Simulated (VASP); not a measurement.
# NaCu (P4/mmm) in VASP: settings compared

The runs below take NaCu through band structure, with PW91, r2SCAN, SCAN, TPSS, TB-mBJ.

Program: VASP 6.6.1. These are calculated values, not measurements. Logs are shortened: lines on timing, memory, paths and dates and some standing lists are left out, and cuts for length are marked.

### Step 1. The crystal as given

The structure is tetragonal, space group P4/mmm (No. 123). Conventional cell: a = 2.942 Å, b = 2.942 Å, c = 4.041 Å, α = 90.00°, β = 90.00°, γ = 90.00°. Na (site symmetry 4/mmm) has 8 Cu at 2.90 Å and 4 Na at 2.94 Å as nearest neighbours. Cu (site symmetry 4/mmm) is surrounded by 8 Na at 2.90 Å and 4 Cu at 2.94 Å.

The cell was built by a generator and needn't be a form met in nature.

### Step 2. Band structure, PW91

File INCAR:

```
ALGO = Normal ; EDIFF = 1E-7
ENCUT = 520 ; GGA = 91
ISIF = 2 ; ISMEAR = -1
LASPH = True ; LCHARG = False
LMAXMIX = 4 ; LREAL = False
LWAVE = False ; NBANDS = 16
NELM = 100 ; PREC = Accurate
SIGMA = 0.05
```

File KPOINTS:

```
k-points
0
Gamma
  9 9 7
```

File POSCAR:

```
NaCu
1.0
    2.9422367500      0.0000000000      0.0000000000
    0.0000000000      2.9422367500      0.0000000000
    0.0000000000      0.0000000000      4.0409127600
Na Cu
1 1
Direct
    0.0000000000      0.0000000000      0.0000000000
    0.5000000000      0.5000000000      0.5000000000
```

File KPOINTS_OPT:

```
path GXMGZRAZ,XR,MA
15
line-mode
reciprocal
 0.0000000000  0.0000000000  0.0000000000  G
 0.0000000000  0.5000000000  0.0000000000  X

 0.0000000000  0.5000000000  0.0000000000  X
 0.5000000000  0.5000000000  0.0000000000  M

 0.5000000000  0.5000000000  0.0000000000  M
 0.0000000000  0.0000000000  0.0000000000  G

 0.0000000000  0.0000000000  0.0000000000  G
 0.0000000000  0.0000000000  0.5000000000  Z

 0.0000000000  0.0000000000  0.5000000000  Z
 0.0000000000  0.5000000000  0.5000000000  R

 0.0000000000  0.5000000000  0.5000000000  R
 0.5000000000  0.5000000000  0.5000000000  A

 0.5000000000  0.5000000000  0.5000000000  A
 0.0000000000  0.0000000000  0.5000000000  Z

 0.0000000000  0.5000000000  0.0000000000  X
 0.0000000000  0.5000000000  0.5000000000  R

 0.5000000000  0.5000000000  0.0000000000  M
 0.5000000000  0.5000000000  0.5000000000  A
```

Potentials or basis: VASP PAW PBE potentials, release 64 (Na_pv, Cu).

On the command line:

```
cat potpaw_PBE.64/Na_pv/POTCAR potpaw_PBE.64/Cu/POTCAR > POTCAR
mpirun -np 1 vasp_std > vasp.out
```

OUTCAR:

```text
EDIFF = 1E-7
   ENCUT = 520
   GGA = 91
   ISIF = 2
   ISMEAR = -1
   LASPH = True
   LREAL = False
   NELM = 100
   PREC = Accurate

 ion  position               nearest neighbor table
   1  0.000  0.000  0.000-
   2  0.500  0.500  0.500-

  LATTYP: Found a simple tetragonal cell.
 ALAT       =     2.9422367500
 C/A-ratio  =     1.3734152291

  Lattice vectors:

 A1 = (   2.9422367500,   0.0000000000,   0.0000000000)
 A2 = (   0.0000000000,   2.9422367500,   0.0000000000)
 A3 = (   0.0000000000,   0.0000000000,   4.0409127600)

Analysis of symmetry for initial positions (statically):
=====================================================================
 Subroutine PRICEL returns:
 Original cell was already a primitive cell.

 Routine SETGRP: Setting up the symmetry group for a
 simple tetragonal supercell.

 Subroutine GETGRP returns: Found 16 space group operations
 (whereof 16 operations were pure point group operations)
 out of a pool of 16 trial point group operations.

The static configuration has the point symmetry D_4h.

Analysis of symmetry for dynamics (positions and initial velocities):
=====================================================================
 Subroutine PRICEL returns:
 Original cell was already a primitive cell.

 Routine SETGRP: Setting up the symmetry group for a
 simple tetragonal supercell.

 Subroutine GETGRP returns: Found 16 space group operations
 (whereof 16 operations were pure point group operations)
 out of a pool of 16 trial point group operations.

The dynamic configuration has the point symmetry D_4h.

 Subroutine INISYM returns: Found 16 space group operations
 (whereof 16 operations are pure point group operations),
 and found     1 'primitive' translations

----------------------------------------------------------------------------------------

                                     Primitive cell

  volume of cell :      34.9812

  direct lattice vectors                    reciprocal lattice vectors
     2.942236750  0.000000000  0.000000000     0.339877476  0.000000000  0.000000000
     0.000000000  2.942236750  0.000000000     0.000000000  0.339877476  0.000000000
     0.000000000  0.000000000  4.040912760     0.000000000  0.000000000  0.247468842

  length of vectors
     2.942236750  2.942236750  4.040912760     0.339877476  0.339877476  0.247468842

  position of ions in fractional coordinates (direct lattice)
     0.000000000  0.000000000  0.000000000
     0.500000000  0.500000000  0.500000000

  ion indices of the primitive-cell ions
   primitive index   ion index
                 1           1
                 2           2

----------------------------------------------------------------------------------------

 KPOINTS: k-points

Automatic generation of k-mesh.
 Grid dimensions read from file:
 generate k-points for:    9    9    7

 Generating k-lattice:

  Cartesian coordinates                     Fractional coordinates (reciprocal lattice)
     0.037764164  0.000000000  0.000000000     0.111111111  0.000000000  0.000000000
     0.000000000  0.037764164  0.000000000     0.000000000  0.111111111  0.000000000
     0.000000000  0.000000000  0.035352692     0.000000000  0.000000000  0.142857143

  Length of vectors
     0.037764164  0.037764164  0.035352692

  Shift w.r.t. Gamma in fractional coordinates (k-lattice)
     0.000000000  0.000000000  0.000000000

 Subroutine IBZKPT returns following result:
 ===========================================

 Found     60 irreducible k-points:

 Following reciprocal coordinates:
            Coordinates               Weight
  0.000000  0.000000  0.000000      1.000000
  0.111111  0.000000  0.000000      4.000000
  0.222222  0.000000  0.000000      4.000000
  0.333333  0.000000  0.000000      4.000000
  0.444444  0.000000  0.000000      4.000000
  0.111111  0.111111  0.000000      4.000000
[... 16 lines left out ...]
  0.333333  0.111111  0.142857     16.000000
  0.444444  0.111111  0.142857     16.000000
 [... further k-points ...]
   k-points           NKPTS =     60   k-points in BZ     NKDIM =     60   number of bands    NBANDS=     16
   number of dos      NEDOS =    301   number of ions     NIONS =      2
   total plane-waves  NPLWV =  17280
   dimension x,y,z NGX =    24 NGY =   24 NGZ =   30
   dimension x,y,z NGXF=    48 NGYF=   48 NGZF=   60
   ions per type =               1   1
   NGX,Y,Z   is equivalent  to a cutoff of  13.56, 13.56, 12.34 a.u.
   NGXF,Y,Z  is equivalent  to a cutoff of  27.12, 27.12, 24.68 a.u.
 SYSTEM =  unknown system
   PREC   = accura    normal or accurate (medium, high low for compatibility)
   ISTART =      0    job   : 0-new  1-cont  2-samecut
   ICHARG =      2    charge: 1-file 2-atom 10-const
   ISPIN  =      1    spin polarized calculation?
   LNONCOLLINEAR =      F non collinear calculations
   LSORBIT =      F    spin-orbit coupling
   LASPH  =      T    aspherical Exc in radial PAW
   ENCUT  =  520.0 eV  38.22 Ry    6.18 a.u.   5.47  5.47  7.51*2*pi/ulx,y,z
   NELM   =    100;   NELMIN=  2; NELMDL= -5     # of ELM steps
   EDIFF  = 0.1E-06   stopping-criterion for ELM
   LREAL  =      F    real-space projection
   EDIFFG = 0.1E-05   stopping-criterion for IOM
   NSW    =      0    number of steps for IOM
   IBRION =     -1    ionic relax: 0-MD 1-quasi-New 2-CG
   NFREE  =      0    steps in history (QN), initial steepest desc. (CG)
   ISIF   =      2    stress and relaxation
   ISYM   =      2    0-nonsym 1-usesym 2-fastsym
   POTIM  = 0.5000    time-step for ionic-motion
   TEBEG  =    0.0;   TEEND  =   0.0 temperature during run
   PSTRESS=    0.0 pullay stress
   NELECT =      18.0000    total number of electrons
   NUPDOWN=      -1.0000    fix difference up-down
   EMIN   =  10.00;   EMAX   =-10.00  energy-range for DOS
   EFERMI =   0.00;   METHOD = LEGACY
   ISMEAR =    -1;   SIGMA  =   0.05  broadening in eV -4-tet -1-fermi 0-gaus
   EFERMI_NEDOS =   21; number of points for ismear=-14 and -15
   IALGO  =     38    algorithm
   IMIX   =      4    mixing-type and parameters
     AMIX     =   0.40;   BMIX     =  1.00
     AMIX_MAG =   1.60;   BMIX_MAG =  1.00
  volume/ion in A,a.u.               =      17.49       118.03
  Fermi-wavevector in a.u.,A,eV,Ry     =   1.311860  2.479056 23.415303  1.720976
  Thomas-Fermi vector in A             =   2.442292
   LORBIT       =      0    0 simple, 1 ext, 2 COOP (PROOUT), +10 PAW based schemes
   GGA     = 91    functional components
   LHFCALC =     F    Hartree Fock is set to
   AEXX    =    0.0000 exact exchange contribution
   IVDW    =     0    specifies the selected vdW correction
   LEPSILON=     F    determine dielectric tensor
   LRPA    =     F    only Hartree local field effects (RPA)
 non-spin polarized calculation
  energy-cutoff  :      520.00
  volume of cell :       34.98
 maximum number of plane-waves:       959
 NGX is ok and might be reduce to    24
   NGX = 11   NGY = 11   NGZ = 15

 number of electron      18.0000003 magnetization

 Free energy of the ion-electron system (eV)
  ---------------------------------------------------
  ext. energy  EPLUGINS =         0.00000000
  ---------------------------------------------------
  free energy    TOTEN  =        -4.31442735 eV

  energy without entropy =       -4.30877048  energy(sigma->0) =       -4.31159891

 E-fermi :   3.3581     XC(G=0):  -9.6800

 val. band max:        3.3130309945   @ k =   0.2222   0.2222   0.4286
 cond. band min:       3.3640762267   @ k =   0.3333   0.0000   0.4286
 fundamental gap:      0.0510452322
 Fermi energy:         3.3581456229

 k-point     1 :       0.0000    0.0000    0.0000
  band No.  band energies     occupation
      1     -20.7053      2.00000
      2     -20.6827      2.00000
      3     -20.6827      2.00000
      4      -2.6572      2.00000
      5       0.4621      2.00000
      6       0.4771      2.00000
[... 8 lines left out ...]
     15      18.8079      0.00000
     16      22.5930      0.00000

 k-point     2 :       0.1111    0.0000    0.0000
  band No.  band energies     occupation
      1     -20.7056      2.00000
      2     -20.7025      2.00000
      3     -20.6807      2.00000
      4      -2.4307      2.00000
      5       0.4901      2.00000
      6       0.5342      2.00000
[... 8 lines left out ...]
     15      19.7461      0.00000
     16      20.2079      0.00000

 k-point     3 :       0.2222    0.0000    0.0000
  band No.  band energies     occupation
      1     -20.7633      2.00000
      2     -20.6953      2.00000
      3     -20.6757      2.00000
      4      -1.7736      2.00000
      5       0.5488      2.00000
      6       0.7095      2.00000
[... 8 lines left out ...]
     15      17.0321      0.00000
     16      19.0097      0.00000

 k-point     4 :       0.3333    0.0000    0.0000
  band No.  band energies     occupation
      1     -20.8281      2.00000
      2     -20.6872      2.00000
      3     -20.6699      2.00000
      4      -0.7997      2.00000
      5       0.6227      2.00000
      6       0.7955      2.00000
[... 8 lines left out ...]
     15      15.8423      0.00000
     16      18.7250      0.00000
[... 324 lines left out ...]
 k-point    22 :       0.2222    0.1111    0.1429
  band No.  band energies     occupation
      1     -20.7604      2.00000
      2     -20.6976      2.00000
      3     -20.6949      2.00000
      4      -1.3828      2.00000
      5       0.6163      2.00000
      6       0.7413      2.00000
[... 8 lines left out ...]
     15      18.6788      0.00000
     16      19.6137      0.00000

 k-point    23 :       0.3333    0.1111    0.1429
  band No.  band energies     occupation
      1     -20.8243      2.00000
      2     -20.6913      2.00000
      3     -20.6865      2.00000
      4      -0.4486      2.00000
      5       0.6732      2.00000
      6       0.7993      2.00000
[... 8 lines left out ...]
     15      17.4492      0.00000
     16      19.1425      0.00000

 k-point    24 :       0.4444    0.1111    0.1429
  band No.  band energies     occupation
      1     -20.8657      2.00000
      2     -20.6871      2.00000
      3     -20.6810      2.00000
      4       0.2554      2.00000
      5       0.6483      2.00000
      6       0.7645      2.00000
[... 8 lines left out ...]
     15      15.5555      0.00000
     16      18.0255      0.00000

 [... further k-points ...]

------------------------ aborting loop because EDIFF is reached ----------------------------------------

  FORCE on cell =-STRESS in cart. coord.  units (eV):
  Direction    XX          YY          ZZ          XY          YZ          ZX
  --------------------------------------------------------------------------------------
  -------------------------------------------------------------------------------------
  Total        0.4308556      0.4308556      1.1598849      0.0000000     -0.0000000      0.0000000
  in kB       19.7336567     19.7336567     53.1240011      0.0000000     -0.0000000      0.0000000
  external PRESSURE =      30.8637715 kB  Pullay stress =       0.0000000 kB

 VOLUME and BASIS-vectors are now :
 -----------------------------------------------------------------------------
  energy-cutoff  :      520.00
  volume of cell :       34.98
      direct lattice vectors                 reciprocal lattice vectors
     2.942236750  0.000000000  0.000000000     0.339877476  0.000000000  0.000000000
     0.000000000  2.942236750  0.000000000     0.000000000  0.339877476  0.000000000
     0.000000000  0.000000000  4.040912760     0.000000000  0.000000000  0.247468842

 POSITION                                       TOTAL-FORCE (eV/Angst)
 -----------------------------------------------------------------------------------
      0.00000      0.00000      0.00000         0.000000      0.000000      0.000000
      1.47112      1.47112      2.02046         0.000000      0.000000      0.000000
 -----------------------------------------------------------------------------------
    total drift:                                0.000000      0.000000     -0.000000

  FREE ENERGIE OF THE ION-ELECTRON SYSTEM (eV)
  ---------------------------------------------------
  free  energy   TOTEN  =        -4.3144273459 eV

  energy  without entropy=       -4.3087704754  energy(sigma->0) =       -4.31159891
```

It took 29 s on 1 thread of Intel Xeon Platinum 8488C (Sapphire Rapids), shared host; peak memory 0.18 GiB.

Results:

```yaml
Free_energy: -4.3144 eV
Pressure: 3.1 GPa
Band_gap_along_the_path: none (metal or under the smearing width)
```

Levels at the corners of the path, in eV from the Fermi level:
| point | band 6 | band 7 | band 8 | band 9 | band 10 | band 11 | band 12 | band 13 |
| --- | --- | --- | --- | --- | --- | --- | --- | --- |
| Γ | -2.88 | -2.16 | -2.16 | -1.90 | 2.80 | 5.33 | 10.77 | 10.77 |
| X | -2.66 | -2.20 | -2.11 | -0.98 | -0.60 | 5.52 | 9.12 | 9.18 |
| X | -2.66 | -2.20 | -2.11 | -0.98 | -0.60 | 5.52 | 9.12 | 9.18 |
| M | -2.58 | -2.51 | -1.66 | 2.27 | 2.27 | 2.44 | 6.68 | 9.60 |
| M | -2.58 | -2.51 | -1.66 | 2.27 | 2.27 | 2.44 | 6.68 | 9.60 |
| Γ | -2.88 | -2.16 | -2.16 | -1.90 | 2.80 | 5.33 | 10.77 | 10.77 |
| Γ | -2.88 | -2.16 | -2.16 | -1.90 | 2.80 | 5.33 | 10.77 | 10.77 |
| Z | -2.46 | -2.30 | -2.18 | -2.18 | -1.90 | 11.60 | 11.60 | 11.86 |
| Z | -2.46 | -2.30 | -2.18 | -2.18 | -1.90 | 11.60 | 11.60 | 11.86 |
| R | -2.22 | -2.20 | -2.14 | 0.27 | 0.34 | 0.88 | 4.64 | 15.65 |
| R | -2.22 | -2.20 | -2.14 | 0.27 | 0.34 | 0.88 | 4.64 | 15.65 |
| A | -2.68 | -2.17 | -1.66 | 3.21 | 3.21 | 3.66 | 4.78 | 7.08 |
| A | -2.68 | -2.17 | -1.66 | 3.21 | 3.21 | 3.66 | 4.78 | 7.08 |
| Z | -2.46 | -2.30 | -2.18 | -2.18 | -1.90 | 11.60 | 11.60 | 11.86 |
| X | -2.66 | -2.20 | -2.11 | -0.98 | -0.60 | 5.52 | 9.12 | 9.18 |
| R | -2.22 | -2.20 | -2.14 | 0.27 | 0.34 | 0.88 | 4.64 | 15.65 |
| M | -2.58 | -2.51 | -1.66 | 2.27 | 2.27 | 2.44 | 6.68 | 9.60 |
| A | -2.68 | -2.17 | -1.66 | 3.21 | 3.21 | 3.66 | 4.78 | 7.08 |

Caveat: the PAW data sets were made with another functional, which shifts forces and pressure a little.

[end of part 1 of 2]
